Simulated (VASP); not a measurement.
SiSe: single point with PBE0(alpha)

SiSe:

```
Si Se
1.0
     3.59520    0.00000    0.00000
    -1.79760    3.11353    0.00000
     0.00000    0.00000    3.59873
Si Se
1 1
Direct
  0.66667 0.33333 0.50000
  0.00000 0.00000 0.00000
```

The cell was built by a generator and needn't be a form met in nature.

```
Program             : VASP 6.6.1
Task                : single point
Functional          : PBE0(alpha)
Potentials or basis : VASP PAW PBE potentials, release 64 (Si, Se)
Cutoff              : 520 eV
k mesh              : 5 × 5 × 4
Occupations         : fermi-dirac, width 0.05 eV
Spin                : no spin polarisation
```

The pressure is -3.3 GPa and the band gap on the k mesh is none (metal or under the smearing width).

Stress tensor (GPa, compression positive):
```
-3.16  0.00  0.00
 0.00 -3.16  0.00
 0.00  0.00 -3.68
```

Levels at points of the mesh, in eV from the Fermi level:
```
           k point  band 2  band 3  band 4  band 5  band 6  band 7  band 8  band 9
(0.00, 0.00, 0.00)   -6.09   -5.08   -3.00   -3.00    3.36    3.36    3.91    7.65
(0.00, 0.00, 0.50)  -12.02   -1.83   -1.83    1.87    2.23    3.13    3.13    8.05
```

Wall time 96 s on 1 thread of Intel(R) Xeon(R) 6975P-C (Granite Rapids) (shared host), peak memory 0.16 GiB.

Caveat: the k mesh is coarse (spacing up to 0.44 Å⁻¹), so the values aren't converged, least of all with exact exchange; the PAW data sets were made with another functional, which shifts forces and pressure a little.
